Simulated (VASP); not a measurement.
All values below come from r2SCAN meta-GGA, VASP's PBE PAW potentials (set 64) (plane waves; VASP).

VASP input:

POSCAR:
```
Fe
1
   -1.4273684329     1.4273684329     1.4273684329
    1.4273684329    -1.4273684329     1.4273684329
    1.4273684329     1.4273684329    -1.4273684329
Fe
1
Direct
  0.0000000000   0.0000000000   0.0000000000
```

File KPOINTS:
```
Regular mesh
0
gamma
 18 18 18
0 0 0
```

**INCAR**
```
SYSTEM = Fe
PREC = Accurate
ENCUT = 400
EDIFF = 1E-6
NELM = 100
ALGO = Normal
LREAL = .FALSE.
LASPH = .TRUE.
ISMEAR = 0
SIGMA = 0.05
METAGGA = R2SCAN
LMIXTAU = .TRUE.
LMAXMIX = 4
ISPIN = 2
MAGMOM = 2.7
LORBIT = 11
LWAVE = .FALSE.
LCHARG = .FALSE.
ISIF = 2
```

POTCAR, in this order: Fe (PBE.64 set). Program: vasp_std.

Output of the run:

File OUTCAR:
```
 ion  position               nearest neighbor table
   1  0.000  0.000  0.000-
  LATTYP: Found a body centered cubic cell.
 ALAT       =     2.8547368658
 Subroutine PRICEL returns:
 Original cell was already a primitive cell.
 Subroutine GETGRP returns: Found 48 space group operations
The static configuration has the point symmetry O_h .
The dynamic configuration has the point symmetry O_h .
The overall configuration has the point symmetry O_h .
 Subroutine INISYM returns: Found 48 space group operations
 Subroutine IBZKPT returns following result:
 Found    195 irreducible k-points:

 Following reciprocal coordinates:
            Coordinates               Weight
  0.000000  0.000000  0.000000      1.000000
  0.055556  0.000000  0.000000     12.000000
  0.111111  0.000000  0.000000     12.000000
  0.166667  0.000000  0.000000     12.000000
  0.222222  0.000000  0.000000     12.000000
  0.277778  0.000000  0.000000     12.000000
  0.333333  0.000000  0.000000     12.000000
  0.388889  0.000000  0.000000     12.000000
  0.444444  0.000000  0.000000     12.000000
  0.500000  0.000000  0.000000      6.000000
  0.055556  0.055556  0.000000     24.000000
  0.111111  0.055556 -0.000000     48.000000
  0.166667  0.055556 -0.000000     48.000000
  0.222222  0.055556 -0.000000     48.000000
  0.277778  0.055556  0.000000     48.000000
  0.333333  0.055556  0.000000     48.000000
  0.388889  0.055556  0.000000     48.000000
  0.444444  0.055556  0.000000     48.000000
  0.111111  0.111111  0.000000     24.000000
  0.166667  0.111111  0.000000     48.000000
  0.222222  0.111111  0.000000     48.000000
  0.277778  0.111111  0.000000     48.000000
  0.333333  0.111111 -0.000000     48.000000
  0.388889  0.111111  0.000000     48.000000
  0.444444  0.111111 -0.000000     24.000000
  0.166667  0.166667  0.000000     24.000000
  0.222222  0.166667  0.000000     48.000000
  0.277778  0.166667 -0.000000     48.000000
  0.333333  0.166667 -0.000000     48.000000
  0.388889  0.166667 -0.000000     48.000000
  0.222222  0.222222  0.000000     24.000000
  0.277778  0.222222 -0.000000     48.000000
  0.333333  0.222222 -0.000000     48.000000
  0.388889  0.222222 -0.000000     24.000000
  0.277778  0.277778  0.000000     24.000000
  0.333333  0.277778  0.000000     48.000000
  0.333333  0.333333  0.000000      8.000000
  0.055556  0.055556  0.055556      8.000000
  0.111111  0.055556  0.055556     24.000000
  0.166667  0.055556  0.055556     24.000000
   k-points           NKPTS =    195   k-points in BZ     NKDIM =    195   number of bands    NBANDS=      9
   number of dos      NEDOS =    301   number of ions     NIONS =      1
   total plane-waves  NPLWV =   4096
   dimension x,y,z NGX =    16 NGY =   16 NGZ =   16
   dimension x,y,z NGXF=    32 NGYF=   32 NGZF=   32
   ions per type =               1
   PREC   = accura    normal or accurate (medium, high low for compatibility)
   ISTART =      0    job   : 0-new  1-cont  2-samecut
   ICHARG =      2    charge: 1-file 2-atom 10-const
   ISPIN  =      2    spin polarized calculation?
   LNONCOLLINEAR =      F non collinear calculations
   LSORBIT =      F    spin-orbit coupling
   INIWAV =      1    electr: 0-lowe 1-rand  2-diag
   ENCUT  =  400.0 eV  29.40 Ry    5.42 a.u.   4.03  4.03  4.03*2*pi/ulx,y,z
   NELM   =    100;   NELMIN=  2; NELMDL= -5     # of ELM steps
   EDIFF  = 0.1E-05   stopping-criterion for ELM
   LREAL  =      F    real-space projection
   NLSPLINE    = F    spline interpolate recip. space projectors
   LMAXMIX     =    4 max onsite mixed and CHGCAR
...
```

File OSZICAR:
```
       N       E                     dE             d eps       ncg     rms          rms(c)
DAV:   1     0.677683886892E+01    0.67768E+01   -0.36127E+03  7452   0.907E+02
DAV:   2    -0.154474509438E+02   -0.22224E+02   -0.20473E+02  7116   0.122E+02
DAV:   3    -0.157228653045E+02   -0.27541E+00   -0.27488E+00  7770   0.188E+01
DAV:   4    -0.157244724905E+02   -0.16072E-02   -0.16071E-02  7615   0.134E+00
DAV:   5    -0.157244922657E+02   -0.19775E-04   -0.19775E-04  7635   0.137E-01    0.118E+01
DAV:   6    -0.142607842061E+02    0.14637E+01   -0.21930E+01  7465   0.740E+01    0.869E+00
DAV:   7    -0.143497250002E+02   -0.88941E-01   -0.33020E+00  8119   0.247E+01    0.522E+00
DAV:   8    -0.143639835673E+02   -0.14259E-01   -0.77176E-02  7845   0.269E+00    0.229E+00
DAV:   9    -0.143574420146E+02    0.65416E-02   -0.92996E-02  8114   0.351E+00    0.736E-01
DAV:  10    -0.143585409153E+02   -0.10989E-02   -0.15245E-02  8119   0.128E+00    0.241E-01
DAV:  11    -0.143600538227E+02   -0.15129E-02   -0.13044E-03  7275   0.528E-01    0.901E-02
DAV:  12    -0.143600111132E+02    0.42709E-04   -0.77589E-05  8791   0.121E-01    0.423E-02
DAV:  13    -0.143600311919E+02   -0.20079E-04   -0.12963E-05  7279   0.403E-02    0.373E-02
DAV:  14    -0.143600149987E+02    0.16193E-04   -0.52672E-06  7059   0.334E-02    0.481E-03
DAV:  15    -0.143600160161E+02   -0.10174E-05   -0.78745E-07  3559   0.128E-02    0.145E-03
DAV:  16    -0.143600153040E+02    0.71209E-06   -0.19127E-08  3535   0.192E-03
   1 F= -.14360015E+02 E0= -.14359602E+02  d E =-.826189E-03  mag=     2.6199
```

### OUTCAR
```
------------------------ aborting loop because EDIFF is reached ----------------------------------------
  FORCE on cell =-STRESS in cart. coord.  units (eV):
  Direction    XX          YY          ZZ          XY          YZ          ZX
  --------------------------------------------------------------------------------------
  Total        0.0567960      0.0567960      0.0567960     -0.0000000      0.0000000     -0.0000000
  in kB        7.8227620      7.8227620      7.8227620     -0.0000000      0.0000000     -0.0000000
  external PRESSURE =       7.8227620 kB  Pullay stress =       0.0000000 kB
  volume of cell :       11.63
      direct lattice vectors                 reciprocal lattice vectors
    -1.427368433  1.427368433  1.427368433     0.000000000  0.350294982  0.350294982
     1.427368433 -1.427368433  1.427368433     0.350294982  0.000000000  0.350294982
     1.427368433  1.427368433 -1.427368433     0.350294982  0.350294982  0.000000000
 POSITION                                       TOTAL-FORCE (eV/Angst)
 -----------------------------------------------------------------------------------
      0.00000      0.00000      0.00000         0.000000     -0.000000      0.000000
 -----------------------------------------------------------------------------------
    total drift:                                0.000000     -0.000000     -0.000000
  FREE ENERGIE OF THE ION-ELECTRON SYSTEM (eV)
  ---------------------------------------------------
  free  energy   TOTEN  =       -14.3600153040 eV

  energy  without entropy=      -14.3591891153  energy(sigma->0) =      -14.35960221

 total charge

# of ion       s       p       d       tot
------------------------------------------
    1        0.483   0.558   6.181   7.223

 magnetization (x)

# of ion       s       p       d       tot
------------------------------------------
    1       -0.013  -0.120   2.819   2.686
```
(Selected blocks of OUTCAR.)

The compound is Fe in the bcc structure. It was relaxed first.
